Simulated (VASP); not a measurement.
# KCaMg6 (Amm2) in VASP: equation of state, part 2 of 2

VASP 6.6.1. The steps go on from the part before.

**4. Equation of state, PBE, 28.00 Å³/atom (volume scaled by 0.98)**

Contents of INCAR:

```
PREC = Accurate ; ENCUT = 520
EDIFF = 1E-7 ; ISMEAR = -1
SIGMA = 0.05 ; LREAL = False
LASPH = True ; NELM = 100
ALGO = Normal ; ISIF = 2
LWAVE = False ; LCHARG = False
GGA = PE ; NBANDS = 26
```

Contents of KPOINTS:

```
Automatic mesh
0
Gamma
  5 5 5
```

Contents of POSCAR:

```
KCaMg6
1.0
    5.4638271292      0.0000000000      0.0000000000
    0.0000000000      3.4200592903      5.9927949141
    0.0000000000     -3.4200592903      5.9927949141
Ca K Mg
1 1 6
Direct
    0.0000000000      0.8402080000      0.8402080000
    0.5000000000      0.6619730000      0.6619730000
    0.5000000000      0.1668060000      0.1668060000
    0.5000000000      0.1699910000      0.6656070000
    0.5000000000      0.6656070000      0.1699910000
    0.0000000000      0.3337370000      0.3337370000
    0.0000000000      0.3233680000      0.8383100000
    0.0000000000      0.8383100000      0.3233680000
```

Potentials or basis: VASP PAW PBE potentials, release 64 (Ca_sv, K_sv, Mg).

The run is started by

```bash
$ cat potpaw_PBE.64/Ca_sv/POTCAR potpaw_PBE.64/K_sv/POTCAR potpaw_PBE.64/Mg/POTCAR > POTCAR
$ mpirun -np 1 vasp_std > vasp.out
```

OUTCAR:

```text
PREC = Accurate
   ENCUT = 520
   EDIFF = 1E-7
   ISMEAR = -1
   LREAL = False
   LASPH = True
   NELM = 100
   ISIF = 2
   GGA = PE

 Found     27 irreducible k-points:

 Following reciprocal coordinates:
            Coordinates               Weight
  0.000000  0.000000  0.000000      1.000000
  0.200000  0.000000  0.000000      2.000000
  0.400000  0.000000  0.000000      2.000000
  0.000000  0.200000 -0.000000      4.000000
  0.200000  0.200000 -0.000000      8.000000
  0.400000  0.200000 -0.000000      8.000000
   k-points           NKPTS =     27   k-points in BZ     NKDIM =     27   number of bands    NBANDS=     26
   number of dos      NEDOS =    301   number of ions     NIONS =      8
   total plane-waves  NPLWV = 122472
   dimension x,y,z NGX =    42 NGY =   54 NGZ =   54
   dimension x,y,z NGXF=    84 NGYF=  108 NGZF=  108
   ions per type =               1   1   6
   NGX,Y,Z   is equivalent  to a cutoff of  12.78, 13.01, 13.01 a.u.
   NGXF,Y,Z  is equivalent  to a cutoff of  25.56, 26.02, 26.02 a.u.
 SYSTEM =  unknown system
   PREC   = accura    normal or accurate (medium, high low for compatibility)
   ISTART =      0    job   : 0-new  1-cont  2-samecut
   ICHARG =      2    charge: 1-file 2-atom 10-const
   ISPIN  =      1    spin polarized calculation?
   LNONCOLLINEAR =      F non collinear calculations
   LSORBIT =      F    spin-orbit coupling
   LASPH  =      T    aspherical Exc in radial PAW
   ENCUT  =  520.0 eV  38.22 Ry    6.18 a.u.  10.16 12.83 12.83*2*pi/ulx,y,z
   NELM   =    100;   NELMIN=  2; NELMDL= -5     # of ELM steps
   EDIFF  = 0.1E-06   stopping-criterion for ELM
   LREAL  =      F    real-space projection
   EDIFFG = 0.1E-05   stopping-criterion for IOM
   NSW    =      0    number of steps for IOM
   IBRION =     -1    ionic relax: 0-MD 1-quasi-New 2-CG
   NFREE  =      0    steps in history (QN), initial steepest desc. (CG)
   ISIF   =      2    stress and relaxation
   ISYM   =      2    0-nonsym 1-usesym 2-fastsym
   POTIM  = 0.5000    time-step for ionic-motion
   TEBEG  =    0.0;   TEEND  =   0.0 temperature during run
   PSTRESS=    0.0 pullay stress
   NELECT =      31.0000    total number of electrons
   NUPDOWN=      -1.0000    fix difference up-down
   EMIN   =  10.00;   EMAX   =-10.00  energy-range for DOS
   EFERMI =   0.00;   METHOD = LEGACY
   ISMEAR =    -1;   SIGMA  =   0.05  broadening in eV -4-tet -1-fermi 0-gaus
   EFERMI_NEDOS =   21; number of points for ismear=-14 and -15
   IALGO  =     38    algorithm
   IMIX   =      4    mixing-type and parameters
     AMIX     =   0.40;   BMIX     =  1.00
     AMIX_MAG =   1.60;   BMIX_MAG =  1.00
  volume/ion in A,a.u.               =      28.00       188.93
  Fermi-wavevector in a.u.,A,eV,Ry     =   0.846835  1.600286  9.757136  0.717129
  Thomas-Fermi vector in A             =   1.962245
   LORBIT       =      0    0 simple, 1 ext, 2 COOP (PROOUT), +10 PAW based schemes
   GGA     = PE    functional components
   LHFCALC =     F    Hartree Fock is set to
   AEXX    =    0.0000 exact exchange contribution
   IVDW    =     0    specifies the selected vdW correction
   LEPSILON=     F    determine dielectric tensor
   LRPA    =     F    only Hartree local field effects (RPA)
 non-spin polarized calculation
  energy-cutoff  :      520.00
  volume of cell :      223.97
 maximum number of plane-waves:      6056
 NGX is ok and might be reduce to    42
   NGX = 21   NGY = 25   NGZ = 25

 number of electron      31.0000000 magnetization

 Free energy of the ion-electron system (eV)
  ---------------------------------------------------
  ext. energy  EPLUGINS =         0.00000000
  ---------------------------------------------------
  free energy    TOTEN  =       -10.81902895 eV

  energy without entropy =      -10.78903900  energy(sigma->0) =      -10.80403398

 E-fermi :   2.0366     XC(G=0):  -8.1359

 val. band max:        1.9983369550   @ k =   0.2000  -0.2000   0.2000
 cond. band min:       2.0601341949   @ k =   0.4000   0.2000  -0.0000
 fundamental gap:      0.0617972399
 Fermi energy:         2.0365787175

 k-point     1 :       0.0000    0.0000    0.0000
  band No.  band energies     occupation
      1     -39.5527      2.00000
      2     -28.8924      2.00000
      3     -20.6103      2.00000
      4     -20.5853      2.00000
      5     -20.5494      2.00000
      6     -12.4935      2.00000
[... 163 lines left out ...]
     25       5.5621      0.00000
     26       5.7881      0.00000

 [... further k-points ...]

------------------------ aborting loop because EDIFF is reached ----------------------------------------

  FORCE on cell =-STRESS in cart. coord.  units (eV):
  Direction    XX          YY          ZZ          XY          YZ          ZX
  --------------------------------------------------------------------------------------
  -------------------------------------------------------------------------------------
  Total        0.9903539      1.1481572      0.3387383      0.0000000      0.0000000      0.0000000
  in kB        7.0845293      8.2133801      2.4231755      0.0000000      0.0000000      0.0000000
  external PRESSURE =       5.9070283 kB  Pullay stress =       0.0000000 kB

 VOLUME and BASIS-vectors are now :
 -----------------------------------------------------------------------------
  energy-cutoff  :      520.00
  volume of cell :      223.97
      direct lattice vectors                 reciprocal lattice vectors
     5.463827129  0.000000000  0.000000000     0.183021896  0.000000000  0.000000000
     0.000000000  3.420059290  5.992794914     0.000000000  0.146196296  0.083433524
     0.000000000 -3.420059290  5.992794914     0.000000000 -0.146196296  0.083433524

 POSITION                                       TOTAL-FORCE (eV/Angst)
 -----------------------------------------------------------------------------------
      0.00000      0.00000     10.07039         0.000000      0.000000      0.044425
      2.73191      0.00000      7.93414         0.000000      0.000000     -0.030445
      2.73191      0.00000      1.99927         0.000000      0.000000     -0.004775
      2.73191     -1.69504      5.00757         0.000000      0.038719      0.017313
      2.73191      1.69504      5.00757         0.000000     -0.038719      0.017313
      0.00000      0.00000      4.00003         0.000000      0.000000      0.027345
      0.00000     -1.76113      6.96170         0.000000     -0.129203     -0.035588
      0.00000      1.76113      6.96170         0.000000      0.129203     -0.035588
 -----------------------------------------------------------------------------------
    total drift:                                0.000000     -0.000000      0.000270

  FREE ENERGIE OF THE ION-ELECTRON SYSTEM (eV)
  ---------------------------------------------------
  free  energy   TOTEN  =       -10.8190289488 eV

  energy  without entropy=      -10.7890390033  energy(sigma->0) =      -10.80403398
```

stdout:

```text
POSCAR found type information on POSCAR CaK Mg
 POSCAR found :  3 types and       8 ions
 scaLAPACK will be used
 LDA part: xc-table for (Slater+PW92), standard interpolation
 POSCAR, INCAR and KPOINTS ok, starting setup
 FFT: planning ... GRIDC
 FFT: planning ... GRID_SOFT
 FFT: planning ... GRID
 WAVECAR not read
 entering main loop
```

Run time: 1.9 min. Hardware: 1 thread of AMD EPYC 9R45 (Zen 5), shared host; peak memory 0.41 GiB.

What came out:

* Free energy: -10.8190 eV
* Pressure: 0.6 GPa
* Largest force: 0.134 eV/Å
* Band gap on the k mesh: none (metal or under the smearing width)

**5. Equation of state, PBE, 29.14 Å³/atom (volume scaled by 1.02)**

Contents of INCAR:

```
SYSTEM = KCaMg6
ALGO     = Normal         ! electronic algorithm
EDIFF    = 1E-7           ! SCF threshold, eV
ENCUT    = 520            ! plane-wave cutoff, eV
GGA      = PE             ! functional
ISIF     = 2              ! what is computed and relaxed
ISMEAR   = -1             ! smearing method
LASPH    = .TRUE.         ! aspherical terms in the spheres
LCHARG   = .FALSE.        ! write CHGCAR
LREAL    = .FALSE.        ! projectors in reciprocal space
LWAVE    = .FALSE.        ! write WAVECAR
NBANDS   = 26             ! bands
NELM     = 80             ! most SCF steps
PREC     = Accurate       ! precision mode
SIGMA    = 0.05           ! smearing width, eV
```

Contents of KPOINTS:

```
k-points
0
G
  5 5 5
  0 0 0
```

POSCAR: that of step 4 with these lines changed.

```diff
@@ -2,5 +2,5 @@
 1.0
-    5.4638271292      0.0000000000      0.0000000000
-    0.0000000000      3.4200592903      5.9927949141
-    0.0000000000     -3.4200592903      5.9927949141
+    5.5371758431      0.0000000000      0.0000000000
+    0.0000000000      3.4659716049      6.0732447141
+    0.0000000000     -3.4659716049      6.0732447141
 Ca K Mg
```

The run is started by

```bash
$ cat potpaw_PBE.64/Ca_sv/POTCAR potpaw_PBE.64/K_sv/POTCAR potpaw_PBE.64/Mg/POTCAR > POTCAR
$ mpirun -np 1 vasp_std > vasp.out
```

Run time: 1.9 min. Hardware: 1 thread of AMD EPYC 9R45 (Zen 5), shared host; peak memory 0.42 GiB.

Results (log left out):

```yaml
Free_energy: -10.8254 eV
Pressure: -0.4 GPa
Largest_force: 0.140 eV/Å
Band_gap_on_the_k_mesh: none (metal or under the smearing width)
```

**6. Equation of state, PBE, 29.71 Å³/atom (volume scaled by 1.04)**

Contents of INCAR:

```
SYSTEM = KCaMg6
PREC = Accurate
ENCUT = 520
EDIFF = 1E-7
ISMEAR = -1
SIGMA = 0.05
LREAL = .FALSE.
LASPH = .TRUE.
NELM = 100
ALGO = Normal
ISIF = 2
LWAVE = .FALSE.
LCHARG = .FALSE.
GGA = PE
NBANDS = 26
```

Contents of KPOINTS:

```
Automatic mesh
0
G
  5 5 5
  0 0 0
```

POSCAR: that of step 5 with these lines changed.

```diff
@@ -2,5 +2,5 @@
 1.0
-    5.5371758431      0.0000000000      0.0000000000
-    0.0000000000      3.4659716049      6.0732447141
-    0.0000000000     -3.4659716049      6.0732447141
+    5.5731325379      0.0000000000      0.0000000000
+    0.0000000000      3.4884785447      6.1126824732
+    0.0000000000     -3.4884785447      6.1126824732
 Ca K Mg
```

Potentials or basis: VASP PAW PBE potentials, release 64 (Ca_sv, K_sv, Mg).

The run is started by

```bash
$ cat potpaw_PBE.64/Ca_sv/POTCAR potpaw_PBE.64/K_sv/POTCAR potpaw_PBE.64/Mg/POTCAR > POTCAR
$ mpirun -np 1 vasp_std > vasp.out
```

Run time: 1.9 min. Hardware: 1 thread of AMD EPYC 9R45 (Zen 5), shared host; peak memory 0.42 GiB.

The run converged. Its results:

```
Free energy            : -10.8097 eV
Pressure               : -0.8 GPa
Largest force          : 0.143 eV/Å
Band gap on the k mesh : none (metal or under the smearing width)
```

**7. Equation of state, PBE, 30.28 Å³/atom (volume scaled by 1.06)**

Contents of INCAR:

```
  ALGO = Normal
  EDIFF = 1E-7
  ENCUT = 520
  GGA = PE
  ISIF = 2
  ISMEAR = -1
  LASPH = T
  LCHARG = F
  LREAL = F
  LWAVE = F
  NBANDS = 26
  NELM = 60
  PREC = Accurate
  SIGMA = 0.05
```

Contents of KPOINTS:

```
k-points
0
Gamma
  5 5 5
```

POSCAR: that of step 6 with these lines changed.

```diff
@@ -2,5 +2,5 @@
 1.0
-    5.5731325379      0.0000000000      0.0000000000
-    0.0000000000      3.4884785447      6.1126824732
-    0.0000000000     -3.4884785447      6.1126824732
+    5.6086311545      0.0000000000      0.0000000000
+    0.0000000000      3.5106987524      6.1516178062
+    0.0000000000     -3.5106987524      6.1516178062
 Ca K Mg
```

The run is started by

```bash
$ cat potpaw_PBE.64/Ca_sv/POTCAR potpaw_PBE.64/K_sv/POTCAR potpaw_PBE.64/Mg/POTCAR > POTCAR
$ mpirun -np 1 vasp_std > vasp.out
```

It took 1.9 min on 1 thread of AMD EPYC 9R45 (Zen 5), shared host; peak memory 0.42 GiB.

Results (log left out):

| Item | Value |
| --- | --- |
| Free energy | -10.7830 eV |
| Pressure | -1.1 GPa |
| Largest force | 0.146 eV/Å |
| Band gap on the k mesh | none (metal or under the smearing width) |

**8. Equation of state, PBE**

This step only gathers the single runs of the series.

What came out:

```yaml
Equilibrium_volume: 28.70 Å³/atom
Bulk_modulus_at_fixed_shape_and_positions: 23 GPa
Pressure_derivative_of_the_bulk_modulus: 4.0
```

Energy against volume, from the lowest point:
```tsv
volume (Å³/atom)	energy (meV/atom)
26.854	9.48
27.425	4.34
27.996	1.24
28.568	0.00
29.139	0.44
29.710	2.41
30.282	5.75
```

Caveat: the cell was scaled at fixed shape and fractional positions, which overstates the stiffness of a crystal with free parameters, most of all of layers and chains.
